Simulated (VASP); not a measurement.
Calculation: PBE GGA, VASP's PBE PAW potentials (set 64) (plane waves; VASP).

VASP ran on this input.

### POSCAR
```
Pd
1.0
  0.0000000000   1.9450000000   1.9450000000
  1.9450000000   0.0000000000   1.9450000000
  1.9450000000   1.9450000000   0.0000000000
Pd
1
Cartesian
  0.0000000000   0.0000000000   0.0000000000
```

KPOINTS:
```
Automatic mesh
0
Gamma
14 14 14
0 0 0
```

### INCAR
```
SYSTEM  =  Pd
PREC  =  Accurate; ENCUT  =  400; LREAL  =  F
LASPH  =  T
EDIFF  =  1E-6; NELM  =  100; ALGO  =  Normal
LMAXMIX  =  4
ISMEAR  =  0; SIGMA  =  0.3
GGA  =  PE
ISIF  =  2
LWAVE  =  F; LCHARG  =  F
```

POTCAR, in this order: Pd (PBE.64 set). Program: vasp_std.

The run wrote:

File OSZICAR:
```
       N       E                     dE             d eps       ncg     rms          rms(c)
DAV:   1     0.313268817180E+02    0.31327E+02   -0.45543E+03  1904   0.832E+02
DAV:   2    -0.523458116767E+01   -0.36561E+02   -0.35320E+02  2034   0.173E+02
DAV:   3    -0.553139316978E+01   -0.29681E+00   -0.29586E+00  2234   0.178E+01
DAV:   4    -0.553280711424E+01   -0.14139E-02   -0.14138E-02  2197   0.115E+00
DAV:   5    -0.553282268883E+01   -0.15575E-04   -0.15575E-04  2201   0.996E-02    0.786E+00
DAV:   6    -0.526333583378E+01    0.26949E+00   -0.12061E+00  1911   0.104E+01    0.389E+00
DAV:   7    -0.525181827055E+01    0.11518E-01   -0.90308E-03  2103   0.849E-01    0.203E+00
DAV:   8    -0.524788049918E+01    0.39378E-02   -0.11121E-03  2063   0.295E-01    0.659E-02
DAV:   9    -0.524787931710E+01    0.11821E-05   -0.14184E-05  2267   0.387E-02    0.134E-02
DAV:  10    -0.524788366427E+01   -0.43472E-05   -0.19160E-06  2134   0.146E-02    0.476E-03
DAV:  11    -0.524788334561E+01    0.31866E-06   -0.16341E-08   992   0.146E-03
   1 F= -.52478833E+01 E0= -.52027990E+01  d E =-.901686E-01
```

**OUTCAR**
```
------------------------ aborting loop because EDIFF is reached ----------------------------------------
  FORCE on cell =-STRESS in cart. coord.  units (eV):
  Direction    XX          YY          ZZ          XY          YZ          ZX
  --------------------------------------------------------------------------------------
  Total        0.6858584      0.6858584      0.6858584      0.0000000     -0.0000000      0.0000000
  in kB       74.6717298     74.6717298     74.6717298      0.0000000     -0.0000000      0.0000000
  external PRESSURE =      74.6717298 kB  Pullay stress =       0.0000000 kB
  volume of cell :       14.72
      direct lattice vectors                 reciprocal lattice vectors
     0.000000000  1.945000000  1.945000000    -0.257069409  0.257069409  0.257069409
     1.945000000  0.000000000  1.945000000     0.257069409 -0.257069409  0.257069409
     1.945000000  1.945000000  0.000000000     0.257069409  0.257069409 -0.257069409
 POSITION                                       TOTAL-FORCE (eV/Angst)
 -----------------------------------------------------------------------------------
      0.00000      0.00000      0.00000        -0.000000      0.000000      0.000000
 -----------------------------------------------------------------------------------
    total drift:                               -0.000000     -0.000000     -0.000000
  FREE ENERGIE OF THE ION-ELECTRON SYSTEM (eV)
  ---------------------------------------------------
  free  energy   TOTEN  =        -5.2478833456 eV

  energy  without entropy=       -5.1577147422  energy(sigma->0) =       -5.20279904
```
(Selected blocks of OUTCAR.)

File OUTCAR:
```
 val. band max:        9.8315569091   @ k =   0.4286   0.2857   0.0000

 cond. band min:       9.8574990823   @ k =  -0.4286   0.3571   0.0714


 Fermi energy:         9.8553768907

 k-point     1 :       0.0000    0.0000    0.0000
  band No.  band energies     occupation
      1       2.6646      2.00000
      2       6.9725      2.00000
      3       6.9725      2.00000
      4       6.9725      2.00000
      5       8.5855      2.00000
      6       8.5855      2.00000
      7      27.0200      0.00000
      8      31.8064      0.00000
      9      31.8064      0.00000

 k-point     2 :       0.0714    0.0000    0.0000
  band No.  band energies     occupation
      1       2.8498      2.00000
      2       6.9076      2.00000
      3       7.0364      2.00000
      4       7.0364      2.00000
      5       8.5558      2.00000
      6       8.5558      2.00000
      7      27.2132      0.00000
      8      30.6400      0.00000
      9      32.0200      0.00000

 k-point     3 :       0.1429    0.0000    0.0000
  band No.  band energies     occupation
      1       3.3686      2.00000
      2       6.7700      2.00000
      3       7.1839      2.00000
      4       7.1839      2.00000
      5       8.5140      2.00000
      6       8.5140      2.00000
      7      27.4359      0.00000
      8      28.6640      0.00000
      9      32.6013      0.00000

 k-point     4 :       0.2143    0.0000    0.0000
  band No.  band energies     occupation
      1       4.0593      2.00000
      2       6.7666      2.00000
      3       7.2780      2.00000
      4       7.2780      2.00000
      5       8.6044      2.00000
      6       8.6044      2.00000
      7      25.6432      0.00000
      8      28.2232      0.00000
      9      33.3122      0.00000

 k-point     5 :       0.2857    0.0000    0.0000
  band No.  band energies     occupation
      1       4.5343      2.00000
      2       7.2171      2.00000
      3       7.2171      2.00000
...
```

The compound is Pd in the fcc structure. The cell was not relaxed at this level. The run is one of a series of settings (ISMEAR = 0, SIGMA = 0.3 against the base run), some of them coarse on purpose.
